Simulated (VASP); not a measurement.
Here is the system:

```
CELL_PARAMETERS angstrom
      0.00000     2.16683     2.16683
      2.16683     0.00000     2.16683
      2.16683     2.16683     0.00000
ATOMIC_POSITIONS crystal
  Li 0.00000 0.00000 0.00000
```

Computed with LDA (Ceperley-Alder, Perdew-Zunger), VASP's LDA PAW potentials (set 64) (plane waves; VASP 6.6.1). Run with 520 eV cut-off, 13×13×13 Γ-centred mesh, first-order Methfessel-Paxton smearing of 0.10 eV, potentials Li_sv.

Energy and stress use the plane-wave basis of the starting cell.

### Question
The ions, cell shape and volume are relaxed. Predict the relaxed structure.

### Answer

```
CELL_PARAMETERS angstrom
      0.00000     2.11464     2.11464
      2.11464     0.00000     2.11464
      2.11464     2.11464     0.00000
ATOMIC_POSITIONS crystal
  Li 0.00000 0.00000 0.00000
```
Space group Fm-3m (225), at a tolerance of 0.03 Å.

### Question
How do energy and volume change from the first to the last step?

### Answer
The energy (σ→0) changes by -4.7 meV/atom and the volume by -7.1 %, in 4 ionic steps.

The structure comes from a computed database's Li entry (Fm-3m); how it stands against other phases isn't given here. This run relaxes it. Symmetry was kept, so distortions that lower it aren't found.
